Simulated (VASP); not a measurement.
PtSe2: relaxation of cell and atoms with PBE+D3(BJ)

Slab: PtSe2, a slab with vacuum.

```
CELL_PARAMETERS angstrom
3.72400 0.00000 0.00000
-1.86200 3.22508 0.00000
0.00000 0.00000 20.53100
ATOMIC_POSITIONS crystal
Se 0.66667 0.33333 0.43836
Se 0.33333 0.66667 0.56164
Pt 0.00000 0.00000 0.50000
```

```yaml
Program: VASP 6.6.1
Task: relaxation of cell and atoms
Functional: PBE
Dispersion: D3(BJ)
Potentials_or_basis: VASP PAW PBE potentials, release 64 (Se, Pt)
Cutoff: 600 eV
k_mesh: 9 × 9 × 1
Occupations: gaussian, width 0.03 eV
Spin: no spin polarisation
Further_INCAR_settings: ALGO = Normal; EDIFF = 1e-06; IBRION = 2; EDIFFG = -0.01; NSW = 90; ISIF = 3
```

The relaxed volume is 81.38 Å³/atom. The relaxed cell is a = 3.705 Å, b = 3.705 Å, c = 20.531 Å, α = 90.00°, β = 90.00°, γ = 120.00°, the space group after relaxing (to 0.05 Å) is P-3m1 (No. 164) and the energy gained by relaxing is 10.2 meV/atom. The ionic steps are 5, the band gap on the k mesh is 1.35 eV, indirect (least direct gap 1.58 eV) and the dispersion energy per atom is -0.299 eV.

Step by step:
| step | energy change (eV) | largest force (eV/Å) | pressure (GPa) | volume (Å³) |
| --- | --- | --- | --- | --- |
| 1 | 0.0000 | 0.5996 | 0.74 | 246.58 |
| 2 | -0.0019 | 0.1198 | -0.75 | 254.17 |
| 3 | -0.0159 | 0.2171 | -0.06 | 250.42 |
| 4 | -0.0235 | 0.1515 | -0.04 | 248.52 |
| 5 | -0.0307 | 0.0001 | 0.01 | 244.13 |

Final structure:
```cif
data_structure
_symmetry_space_group_name_H-M 'P 1'
_symmetry_Int_Tables_number 1
_cell_length_a 3.7055
_cell_length_b 3.7055
_cell_length_c 20.5310
_cell_angle_alpha 90.000
_cell_angle_beta 90.000
_cell_angle_gamma 120.000
_cell_volume 244.13
loop_
_atom_site_label
_atom_site_type_symbol
_atom_site_fract_x
_atom_site_fract_y
_atom_site_fract_z
_atom_site_occupancy
Se1 Se 0.66667 0.33333 0.43545 1
Se2 Se 0.33333 0.66667 0.56455 1
Pt1 Pt 0.00000 0.00000 0.50000 1
```

Levels at points of the mesh, in eV from the valence-band top:
```tsv
k point	band 8	band 9	band 10	band 11	band 12	band 13	band 14	band 15
(0.00, 0.00, 0.00)	-1.31	-0.68	0.00	0.00	2.96	2.96	4.49	5.20
```

Run time: 100 s on 4 MPI ranks on Intel(R) Xeon(R) Platinum 8488C (Sapphire Rapids), on a shared host, peak memory 0.46 GiB a rank.

Caveat: spin-orbit coupling is left out, which moves the levels of the heavy elements. As with any semilocal functional, this PBE gap is likely too small.
